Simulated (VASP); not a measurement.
Level of theory: PBE GGA with D4 dispersion, VASP's PBE PAW potentials (set 64) (plane waves; VASP).

The input files of a VASP run:

**POSCAR**
```
LiF
1
    0.0000000000     2.0165093653     2.0165093653
    2.0165093653     0.0000000000     2.0165093653
    2.0165093653     2.0165093653     0.0000000000
Li F
1 1
Direct
  1.0000000000   0.0000000000   0.0000000000
  0.5000000000   0.5000000000   0.5000000000
```

File KPOINTS:
```
k-points along high-symmetry lines
15
Line-mode
Reciprocal
  0.000000   0.000000   0.000000 ! GAMMA
  0.500000   0.000000   0.500000 ! X

  0.500000   0.000000   0.500000 ! X
  0.625000   0.250000   0.625000 ! U

  0.375000   0.375000   0.750000 ! K
  0.000000   0.000000   0.000000 ! GAMMA

  0.000000   0.000000   0.000000 ! GAMMA
  0.500000   0.500000   0.500000 ! L

  0.500000   0.500000   0.500000 ! L
  0.500000   0.250000   0.750000 ! W

  0.500000   0.250000   0.750000 ! W
  0.500000   0.000000   0.500000 ! X
```

INCAR:
```
SYSTEM = LiF
PREC = Accurate
ENCUT = 520
EDIFF = 1E-7
NELM = 100
ALGO = Normal
LREAL = .FALSE.
LASPH = .TRUE.
ISMEAR = 0
SIGMA = 0.05
GGA = PE
IVDW = 13
LWAVE = .FALSE.
LCHARG = .FALSE.
LORBIT = 11
ICHARG = 11
```

POTCAR, in this order: Li_sv F (PBE.64 set). Program: vasp_std. Read from the step before: CHGCAR.

Output of the run:

File OUTCAR:
```
 ion  position               nearest neighbor table
   1  0.000  0.000  0.000-   2 2.02   2 2.02   2 2.02   2 2.02   2 2.02   2 2.02
   2  0.500  0.500  0.500-   1 2.02   1 2.02   1 2.02   1 2.02   1 2.02   1 2.02
  LATTYP: Found a face centered cubic cell.
 ALAT       =     4.0330187306
 Subroutine PRICEL returns:
 Original cell was already a primitive cell.
 Subroutine GETGRP returns: Found 48 space group operations
The static configuration has the point symmetry O_h .
The dynamic configuration has the point symmetry O_h .
 Subroutine INISYM returns: Found 48 space group operations
   k-points           NKPTS =     90   k-points in BZ     NKDIM =     90   number of bands    NBANDS=      9
   number of dos      NEDOS =    301   number of ions     NIONS =      2
   total plane-waves  NPLWV =  13824
   dimension x,y,z NGX =    24 NGY =   24 NGZ =   24
   dimension x,y,z NGXF=    48 NGYF=   48 NGZF=   48
   ions per type =               1   1
   PREC   = accura    normal or accurate (medium, high low for compatibility)
   ISTART =      0    job   : 0-new  1-cont  2-samecut
   ICHARG =     11    charge: 1-file 2-atom 10-const
   ISPIN  =      1    spin polarized calculation?
   LNONCOLLINEAR =      F non collinear calculations
   LSORBIT =      F    spin-orbit coupling
   INIWAV =      1    electr: 0-lowe 1-rand  2-diag
   ENCUT  =  520.0 eV  38.22 Ry    6.18 a.u.   5.30  5.30  5.30*2*pi/ulx,y,z
...
```

File OSZICAR:
```
       N       E                     dE             d eps       ncg     rms          rms(c)
DAV:   1     0.300538711771E+02    0.30054E+02   -0.55374E+03  1700   0.114E+03
DAV:   2    -0.848792836411E+01   -0.38542E+02   -0.37586E+02  1815   0.198E+02
DAV:   3    -0.938648573784E+01   -0.89856E+00   -0.89732E+00  2273   0.296E+01
DAV:   4    -0.939313395603E+01   -0.66482E-02   -0.66472E-02  2006   0.230E+00
DAV:   5    -0.939317292377E+01   -0.38968E-04   -0.38967E-04  2157   0.134E-01
DAV:   6    -0.939317305016E+01   -0.12639E-06   -0.12638E-06  2101   0.750E-03
DAV:   7    -0.939317305102E+01   -0.86015E-09   -0.86083E-09  2176   0.467E-04
   1 F= -.95181239E+01 E0= -.95181239E+01  d E =-.271083E-11
```

**OUTCAR**
```
 val. band max:       -1.0402102083   @ k =   0.0536   0.0536   0.1071

 cond. band min:       8.0128887517   @ k =   0.0000   0.0000   0.0000



 k-point     1 :       0.0000    0.0000    0.0000
  band No.  band energies     occupation
      1     -41.9696      2.00000
      2     -21.0059      2.00000
      3      -1.0413      2.00000
      4      -1.0413      2.00000
      5      -1.0413      2.00000
      6       8.0129      0.00000
      7      22.8757      0.00000
      8      22.8761      0.00000
      9      22.8766      0.00000

 k-point     2 :       0.0357    0.0000    0.0357
  band No.  band energies     occupation
      1     -41.9685      2.00000
      2     -20.9982      2.00000
      3      -1.0751      2.00000
      4      -1.0542      2.00000
      5      -1.0542      2.00000
      6       8.0702      0.00000
      7      22.2260      0.00000
      8      22.2282      0.00000
      9      22.6922      0.00000

 k-point     3 :       0.0714    0.0000    0.0714
  band No.  band energies     occupation
      1     -41.9657      2.00000
      2     -20.9780      2.00000
      3      -1.1755      2.00000
      4      -1.0922      2.00000
      5      -1.0922      2.00000
      6       8.2281      0.00000
      7      21.5326      0.00000
      8      21.5326      0.00000
      9      21.8958      0.00000

 k-point     4 :       0.1071    0.0000    0.1071
  band No.  band energies     occupation
      1     -41.9612      2.00000
      2     -20.9450      2.00000
      3      -1.3390      2.00000
      4      -1.1533      2.00000
      5      -1.1533      2.00000
      6       8.4863      0.00000
      7      20.9305      0.00000
      8      20.9426      0.00000
      9      20.9444      0.00000

 k-point     5 :       0.1429    0.0000    0.1429
  band No.  band energies     occupation
      1     -41.9553      2.00000
      2     -20.8996      2.00000
      3      -1.5596      2.00000
      4      -1.2341      2.00000
...
```

The density is held fixed in this step, so its total energy and stress have no physical meaning.

The compound is LiF in the rock salt structure. It was relaxed first.
